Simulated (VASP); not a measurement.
Calculation: r2SCAN meta-GGA, VASP's PBE PAW potentials (set 64) (plane waves; VASP 6.6.1).

Input for VASP

### KPOINTS
```
kpoints
0
Gamma
 9 9 9
0 0 0
```

File POSCAR:
```
InSb
1
   -0.0000000000     3.2778292132     3.2778292132
    3.2778292132     0.0000000000     3.2778292132
    3.2778292132     3.2778292132    -0.0000000000
In Sb
1 1
Direct
  0.0000000000   0.0000000000   0.0000000000
  0.2500000000   0.2500000000   0.2500000000
```

**INCAR**
```
SYSTEM = InSb
PREC = Accurate
ENCUT = 400
EDIFF = 1E-6
NELM = 100
ALGO = Normal
LREAL = .FALSE.
LASPH = .TRUE.
ISMEAR = 1
SIGMA = 0.1
METAGGA = R2SCAN
LMIXTAU = .TRUE.
LMAXMIX = 4
LWAVE = .FALSE.
LCHARG = .FALSE.
IBRION = 2
ISIF = 3
NSW = 60
EDIFFG = -0.01
```

POTCAR, in this order: In_d Sb (PBE.64 set). Program: vasp_std.

Output of the run:

### OUTCAR
```
 ion  position               nearest neighbor table
   1  0.000  0.000  0.000-   2 2.84   2 2.84   2 2.84   2 2.84
   2  0.250  0.250  0.250-   1 2.84   1 2.84   1 2.84   1 2.84
  LATTYP: Found a face centered cubic cell.
 ALAT       =     6.5556584264
 Subroutine PRICEL returns:
 Original cell was already a primitive cell.
 Subroutine GETGRP returns: Found 24 space group operations
The static configuration has the point symmetry T_d .
The dynamic configuration has the point symmetry T_d .
 Subroutine INISYM returns: Found 24 space group operations
 Subroutine IBZKPT returns following result:
 Found     35 irreducible k-points:

 Following reciprocal coordinates:
            Coordinates               Weight
  0.000000  0.000000  0.000000      1.000000
  0.111111  0.000000  0.000000      8.000000
  0.222222  0.000000  0.000000      8.000000
  0.333333  0.000000  0.000000      8.000000
  0.444444  0.000000  0.000000      8.000000
  0.111111  0.111111  0.000000      6.000000
  0.222222  0.111111  0.000000     24.000000
  0.333333  0.111111  0.000000     24.000000
  0.444444  0.111111  0.000000     24.000000
 -0.444444  0.111111  0.000000     24.000000
 -0.333333  0.111111  0.000000     24.000000
 -0.222222  0.111111  0.000000     24.000000
 -0.111111  0.111111  0.000000     12.000000
  0.222222  0.222222  0.000000      6.000000
  0.333333  0.222222  0.000000     24.000000
  0.444444  0.222222  0.000000     24.000000
 -0.444444  0.222222  0.000000     24.000000
 -0.333333  0.222222  0.000000     24.000000
 -0.222222  0.222222  0.000000     12.000000
  0.333333  0.333333  0.000000      6.000000
  0.444444  0.333333  0.000000     24.000000
 -0.444444  0.333333  0.000000     24.000000
 -0.333333  0.333333  0.000000     12.000000
  0.444444  0.444444  0.000000      6.000000
...
```

**OSZICAR**
```
       N       E                     dE             d eps       ncg     rms          rms(c)
DAV:   1     0.617032449318E+02    0.61703E+02   -0.71826E+03   910   0.116E+03
DAV:   2    -0.449678162119E+02   -0.10667E+03   -0.10433E+03   990   0.287E+02
DAV:   3    -0.516719022648E+02   -0.67041E+01   -0.66779E+01  1195   0.838E+01
DAV:   4    -0.518594205929E+02   -0.18752E+00   -0.18748E+00  1151   0.166E+01
DAV:   5    -0.518660556827E+02   -0.66351E-02   -0.66349E-02  1304   0.232E+00    0.514E+00
DAV:   6    -0.488366951438E+02    0.30294E+01   -0.16812E+00  1080   0.284E+01    0.279E+00
DAV:   7    -0.486650970795E+02    0.17160E+00   -0.47997E-01   930   0.101E+01    0.141E+00
DAV:   8    -0.488598498182E+02   -0.19475E+00   -0.36350E-01   915   0.646E+00    0.966E-01
DAV:   9    -0.487395747984E+02    0.12028E+00   -0.42255E-02   960   0.268E+00    0.663E-01
DAV:  10    -0.487547595883E+02   -0.15185E-01   -0.91837E-03  1000   0.105E+00    0.104E+00
DAV:  11    -0.487626491532E+02   -0.78896E-02   -0.34913E-02   936   0.172E+00    0.359E-01
DAV:  12    -0.487647752651E+02   -0.21261E-02   -0.61720E-03  1070   0.506E-01    0.263E-01
DAV:  13    -0.487654067087E+02   -0.63144E-03   -0.34704E-04   965   0.160E-01    0.312E-01
DAV:  14    -0.487647181346E+02    0.68857E-03   -0.31112E-04   930   0.138E-01    0.345E-01
DAV:  15    -0.487617910876E+02    0.29270E-02   -0.14517E-03   925   0.300E-01    0.657E-01
DAV:  16    -0.487559249451E+02    0.58661E-02   -0.45563E-03   920   0.790E-01    0.252E+00
DAV:  17    -0.487644407565E+02   -0.85158E-02   -0.10238E-02   915   0.129E+00    0.323E-01
DAV:  18    -0.487651670112E+02   -0.72625E-03   -0.23833E-03   985   0.450E-01    0.548E-02
DAV:  19    -0.487652198088E+02   -0.52798E-04   -0.16756E-04   950   0.143E-01    0.520E-02
DAV:  20    -0.487652803353E+02   -0.60526E-04   -0.19058E-04   910   0.164E-01    0.428E-02
DAV:  21    -0.487653056319E+02   -0.25297E-04   -0.45926E-05   920   0.837E-02    0.312E-02
DAV:  22    -0.487653103920E+02   -0.47600E-05   -0.24118E-06  1057   0.213E-02    0.205E-02
DAV:  23    -0.487653108439E+02   -0.45190E-06   -0.81977E-07   645   0.992E-03
   1 F= -.48765311E+02 E0= -.48765308E+02  d E =-.487653E+02
```

### OUTCAR
```
------------------------ aborting loop because EDIFF is reached ----------------------------------------
  FORCE on cell =-STRESS in cart. coord.  units (eV):
  Direction    XX          YY          ZZ          XY          YZ          ZX
  --------------------------------------------------------------------------------------
  Total        0.0015335      0.0015335      0.0015335      0.0000000      0.0000000      0.0000000
  in kB        0.0348817      0.0348817      0.0348817      0.0000000      0.0000000      0.0000000
  external PRESSURE =       0.0348817 kB  Pullay stress =       0.0000000 kB
  volume of cell :       70.44
      direct lattice vectors                 reciprocal lattice vectors
     0.000000000  3.277829213  3.277829213    -0.152539979  0.152539979  0.152539979
     3.277829213  0.000000000  3.277829213     0.152539979 -0.152539979  0.152539979
     3.277829213  3.277829213  0.000000000     0.152539979  0.152539979 -0.152539979
  FREE ENERGIE OF THE ION-ELECTRON SYSTEM (eV)
  ---------------------------------------------------
  free  energy   TOTEN  =       -48.7653108439 eV

  energy  without entropy=      -48.7653028741  energy(sigma->0) =      -48.76530819

 reached required accuracy - stopping structural energy minimisation
```
(Selected blocks of OUTCAR.)

The compound is InSb in the zinc blende structure. It was relaxed first. The start is the result of an earlier pass.
